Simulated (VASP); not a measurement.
All values below come from PBEsol GGA, VASP's PBE PAW potentials (set 64) (plane waves; VASP 6.6.1).

Input for VASP

**KPOINTS**
```
Automatic
0
Gamma
7 10 1
0 0 0
```

### INCAR
```
SYSTEM=Ru(100) slab
PREC=Normal; ENCUT=400; LREAL=.FALSE.
LASPH=.TRUE.
EDIFF=1E-5; NELM=100; NELMIN=4
ALGO=Normal; LMAXMIX=4
ISMEAR=1; SIGMA=0.1
GGA=PS
IBRION=2; NSW=50; ISIF=2
EDIFFG=-0.03
LWAVE=.TRUE.; LCHARG=.FALSE.
DIPOL=0.5 0.5 0.5
LDIPOL=.TRUE.; IDIPOL=3
```

**POSCAR**
```
Ru(100) slab
1
    4.2458559801     0.0000000000     0.0000000000
    0.0000000000     2.6916765421     0.0000000000
    0.0000000000     0.0000000000    24.2228203220
Ru
8
Direct
  0.2500000000   0.5000000000   0.3716880000
  0.7500000000   0.0000000000   0.3396100000
  0.2500000000   0.0000000000   0.4679220000
  0.7500000000   0.5000000000   0.4358440000
  0.2500000000   0.5000000000   0.5641560000
  0.7500000000   0.0000000000   0.5320780000
  0.2500000000   0.0000000000   0.6603900000
  0.7500000000   0.5000000000   0.6283120000
```

POTCAR, in this order: Ru_pv (PBE.64 set). Program: vasp_std.

Question: What does the run give for the energy per atom (σ→0), band gap (on the k-mesh)?

Answer: 
| Quantity | Value |
|---|---|
| energy per atom (σ→0) | -9.555 eV/atom |
| band gap (on the k-mesh) | none (metal, semimetal or under 0.01 eV) |

**OSZICAR**
```
...
DAV:   1    -0.764355326750E+02    0.29827E-02   -0.53048E-01  3446   0.689E+00    0.152E-01
DAV:   2    -0.764398556252E+02   -0.43230E-02   -0.36092E-02  3332   0.117E+00    0.328E-01
DAV:   3    -0.764389233497E+02    0.93228E-03   -0.48270E-03  3991   0.607E-01    0.138E-01
DAV:   4    -0.764387507849E+02    0.17256E-03   -0.68939E-04  3978   0.190E-01    0.579E-02
DAV:   5    -0.764388138582E+02   -0.63073E-04   -0.36578E-04  3831   0.165E-01    0.853E-02
DAV:   6    -0.764387497148E+02    0.64143E-04   -0.24499E-04  3677   0.137E-01    0.228E-02
DAV:   7    -0.764387555172E+02   -0.58024E-05   -0.52921E-05  3098   0.628E-02
   9 F= -.76438756E+02 E0= -.76437961E+02  d E =-.200562E-02
```

The cell is a thin slab with vacuum, built from Ru (hcp): (100) face.
